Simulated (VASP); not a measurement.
Consider the following.

```
ZnS
1.0
    1.90368    -3.29727     0.00000
    1.90368     3.29727     0.00000
    0.00000     0.00000     6.23472
Zn S
2 2
Direct
  0.66667   0.33333   0.50017
  0.33333   0.66667   0.00017
  0.66667   0.33333   0.87483
  0.33333   0.66667   0.37483
```

The numbers are results of revTPSS meta-GGA, VASP's PBE PAW potentials (set 64) (plane waves; VASP 6.6.1), not measurements. Numerical set-up: 520 eV cut-off, 8×8×4 Γ-centred mesh, tetrahedra with Blöchl corrections, potentials Zn S.

The cores are frozen, which limits the accuracy of field gradients.

Question: Give the principal components of the electric field gradient (V/Å²) and the asymmetry η at each nucleus.

Answer: 
| atom | Vxx | Vyy | Vzz | η |
|---|---|---|---|---|
| Zn1 | -0.2 | -0.2 | 0.3 | - |
| Zn2 | -0.2 | -0.2 | 0.3 | - |
| S3 | -1.3 | -1.3 | 2.6 | 0.00 |
| S4 | -1.3 | -1.3 | 2.6 | 0.00 |

The compound is ZnS in the wurtzite structure, the high-temperature form. It was relaxed first.
